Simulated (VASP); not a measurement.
# A VASP study of MnGa4 (optB86b-vdW): structure first, properties next, part 8 of 8

Wanted: the relaxed cell of MnGa4 and its properties. The start is a computed cell from the Materials Project.

VASP 6.6.1, plane waves and PAW; the level of theory is named at each step.

So far. Step 10 (Vibrations at Γ (optB86b-vdW)): The three acoustic modes lie within 0.2 cm⁻¹ of zero, and all others are real. Step 11 (Electric field gradients (optB86b-vdW)): The largest gradient, -152.43 V/Å², sits on Ga7 and like sites; times the quadrupole moment of a nucleus that has one, it gives the coupling that NMR and NQR see. The relaxed cell has a = 5.544 Å (conventional setting).

### 12. Total energy, forces and stress (optB86b-vdW), changed input

Level of this step: optB86b-vdW, spin-polarised from an antiferromagnetic start; plane waves and PAW (Mn_pv, Ga_d) (VASP).

This run is made with a changed input; what comes of it follows.

The input, INCAR:

```
SYSTEM = MnGa4
PREC = Accurate
EDIFF = 1E-06
NELM = 58
ISMEAR = 1
SIGMA = 0.2
LREAL = .FALSE.
ALGO = Normal
GGA = MK
AGGAC = 0
LUSE_VDW = .TRUE.
PARAM1 = 0.1234
PARAM2 = 1
LASPH = .TRUE.
NBANDS = 85
ISPIN = 2
MAGMOM = 1.055 -1.055 0 0 0 0 0 0 0 0
LMAXMIX = 4
LORBIT = 11
LWAVE = .FALSE.
LCHARG = .FALSE.
KPAR = 8
ISIF = 2
ENCUTT = 520
```

The input, POSCAR:

```
MnGa4
1.0
   -5.5437287800      5.5437287800      5.5437287800
    0.0000000000      0.0000000000      5.5437287800
    0.0000000000      5.5437287800      0.0000000000
Mn Ga
2 8
Direct
    0.0000000000      0.0000000000      0.0000000000
    0.5000000000      0.0000000000      0.0000000000
    0.7500000000      0.0000000000      0.5000000000
    0.2500000000      0.0000000000      0.5000000000
    0.7500000000      0.5000000000      0.0000000000
    0.2500000000      0.5000000000      0.0000000000
    0.2500000000      0.0000000000      0.0000000000
    0.7500000000      0.0000000000      0.0000000000
    0.7500000000      0.5000000000      0.5000000000
    0.2500000000      0.5000000000      0.5000000000
```

The input, KPOINTS:

```
Automatic mesh
0
Gamma
7 7 7
0 0 0
```

Potentials, in the order of the species: Mn_pv and Ga_d (PBE family, release 64).

Run with:

```bash
> mpirun -np 8 vasp_std
```

The log of the run:

```text
[... set-up lines as in an earlier step ...]
 entering main loop
       N       E                     dE             d eps       ncg     rms          rms(c)
DAV:   1     0.114405243072E+04    0.11441E+04   -0.41303E+04  7263   0.203E+03
DAV:   2     0.180139499217E+03   -0.96391E+03   -0.92455E+03  6832   0.557E+02
DAV:   3    -0.222727280727E+01   -0.18237E+03   -0.17168E+03  7712   0.179E+02
DAV:   4    -0.128234147850E+02   -0.10596E+02   -0.10388E+02  8036   0.477E+01
DAV:   5    -0.131950903545E+02   -0.37168E+00   -0.37108E+00  8992   0.912E+00    0.177E+01
DAV:   6    -0.193770449824E+02   -0.61820E+01   -0.32635E+01  7390   0.272E+01    0.310E+01
DAV:   7    -0.106670192270E+02    0.87100E+01   -0.20629E+01  7240   0.254E+01    0.695E+00
DAV:   8    -0.103417003270E+02    0.32532E+00   -0.18268E+00  7740   0.570E+00    0.260E+00
DAV:   9    -0.103373890698E+02    0.43113E-02   -0.17313E-01  7918   0.187E+00    0.139E+00
DAV:  10    -0.103441876776E+02   -0.67986E-02   -0.37432E-02  8153   0.102E+00    0.600E-01
DAV:  11    -0.103492587890E+02   -0.50711E-02   -0.11308E-02  7687   0.592E-01    0.194E-01
DAV:  12    -0.103497004396E+02   -0.44165E-03   -0.24059E-03  7785   0.193E-01    0.108E-01
DAV:  13    -0.103496967709E+02    0.36687E-05   -0.16087E-04  8009   0.631E-02    0.408E-02
DAV:  14    -0.103497117753E+02   -0.15004E-04   -0.45760E-05  7489   0.329E-02    0.154E-02
DAV:  15    -0.103497162432E+02   -0.44679E-05   -0.98876E-06  5980   0.140E-02    0.357E-03
DAV:  16    -0.103497161076E+02    0.13551E-06   -0.59172E-07  3978   0.442E-03
   1 F= -.10349716E+02 E0= -.10344294E+02  d E =-.162661E-01  mag=    -0.0000
```

The job ended after 71 s (8 MPI ranks of AMD EPYC 9R45, shared host; peak memory 4.9 GiB; 9.3 min of CPU time).

Parts of OUTCAR (step 12):

```text
   ENCUT  =  282.7 eV  20.78 Ry    4.56 a.u.  13.16  7.60  7.60*2*pi/ulx,y,z

   NELECT =     130.0000    total number of electrons

 E-fermi :   6.1559

 spin component 1
 k-point     1 :       0.0000    0.0000    0.0000
  band No.  band energies     occupation
    ...
     63       4.8352      1.00000
     64       4.8353      1.00000
     65       5.0553      1.00000
     66       5.0553      1.00000
     67       5.0554      1.00000
     68       6.4284     -0.03306
     69       6.4284     -0.03305
     70       7.6201     -0.00000
     71       7.6201     -0.00000
     72       7.6201     -0.00000
    ...

 k-point     2 :       0.1429    0.0000    0.0000
  band No.  band energies     occupation
    ...
     63       4.3029      1.00000
     64       4.8547      1.00000
     65       5.3617      1.00000
     66       5.3617      1.00000
     67       5.3756      1.00000
     68       6.4633     -0.02598
     69       6.4725     -0.02385
     70       7.5793     -0.00000
     71       7.9392     -0.00000
     72       7.9392     -0.00000
    ...

Total vdW correction in eV:     25.3829250

  Total       -0.9153121     -0.9153121     -0.9153121      0.0000000     -0.0000000      0.0000000
  in kB       -8.6074374     -8.6074374     -8.6074374      0.0000000     -0.0000000      0.0000000
  external PRESSURE =      -8.6074374 kB  Pullay stress =       0.0000000 kB

 POSITION                                       TOTAL-FORCE (eV/Angst)
 -----------------------------------------------------------------------------------
      0.00000      0.00000      0.00000         0.000000     -0.000000      0.000000
     -2.77186      2.77186      2.77186        -0.000000     -0.000000     -0.000000
     -4.15780      6.92966      4.15780        -0.000000     -0.000000     -0.000000
     -1.38593      4.15780      1.38593         0.000000      0.000000      0.000000
     -4.15780      4.15780      6.92966         0.000000      0.000000     -0.000000
     -1.38593      1.38593      4.15780         0.000000      0.000000      0.000000
     -1.38593      1.38593      1.38593         0.000000     -0.000000     -0.000000
     -4.15780      4.15780      4.15780        -0.000000     -0.000000      0.000000
     -4.15780      6.92966      6.92966         0.000000     -0.000000      0.000000
     -1.38593      4.15780      4.15780         0.000000      0.000000     -0.000000
 -----------------------------------------------------------------------------------
    total drift:                                0.000000      0.000000      0.000000

  FREE ENERGIE OF THE ION-ELECTRON SYSTEM (eV)
  ---------------------------------------------------
  free  energy   TOTEN  =       -10.3497161076 eV

  energy  without entropy=      -10.3334500375  energy(sigma->0) =      -10.34429408

Total vdW correction in eV:     25.3829116

[... 6 parts as in an earlier step ...]

[... 11 further parts left out ...]
```

Convergence was reached, but on settings outside the sound range, so the numbers are no properties of the crystal.

Against the sound run on this cell (magnetic order: antiferromagnetic, q = (1/2, 1/2, 1/2)) the energy at zero smearing moves by +1.2 meV an atom and the pressure by -0.86 GPa.

The fault in the input: misspelt tag (ENCUTT = 520). VASP ignores tags that it doesn't know, so the default applied; correct the spelling.

### 13. Outcome

```json
{
  "relaxed volume": "17.04 Å³/atom",
  "relaxed conventional cell a, b, c": "5.544, 5.544, 5.544 Å",
  "space group after relaxing, within 0.02 Å": "Im-3m (No. 229)",
  "moment of the cell (10×10×10 mesh)": "0 μB",
  "largest site moment (10×10×10 mesh)": "1.08 μB on Mn1",
  "band gap": "none, a metal",
  "DOS at the Fermi level, cell of 10 atoms": "3.34 states/eV/cell",
  "highest zone-centre mode": "342 cm⁻¹",
  "largest field gradient Vzz": "-152.43 V/Å² on Ga7"
}
```

With optB86b-vdW, MnGa4 relaxes to 17.04 Å³/atom in space group Im-3m, comes out as a metal and keeps moments of up to 1.08 μB (10×10×10 mesh). Of 3 collinear starts at optB86b-vdW, the lowest ends antiferromagnetic, q = (1/2, 1/2, 1/2), by a margin too small to settle the order; experiment finds antiferromagnetic order below 393 K (arxiv:1802.03256), whose pattern may be longer, canted or incommensurate, which these cells can't show. Band structure (optB86b-vdW): Of the bands kept, 3 cross the Fermi level on this path. Vibrations at Γ (optB86b-vdW): The highest mode in this list at Γ, 341.5 cm⁻¹, has its largest share on Mn (59 % of the kinetic energy). Spin-orbit coupling is left out; it would split some degenerate bands. Only a few collinear orders were tried, on the cell as listed. Modes at Γ alone can't show that the crystal is stable at other wave vectors. No search among competing phases was made, and a listed structure need not be the one stable at ambient conditions. All values are for a static lattice at zero temperature.

Calculation against experiment:

| quantity | measured | optB86b-vdW |
| --- | --- | --- |
| moment of Mn (spin part, within the PAW sphere) (μB) | 0.8 | 1.08 (+35.4 %) |

Measured values from arxiv:1802.03256 (2018).

How well it matches: The moment of Mn is off by +35.4 %.

[Lines on the potential files, build, host, timing and source positions are cut from VASP's logs without a mark.]

[Logs are printed without paths, hosts, clocks, repeated set-up lines and the standing remarks that a program may print on its own settings, such as how far it seeks lower states.]

[Hosts, paths, dates, database ids (printed as entryN), source tags and the programs' standing remarks are cut or masked in the printed files.]

[A measured line is paired with the nearest computed mode of its activity, which favours agreement.]
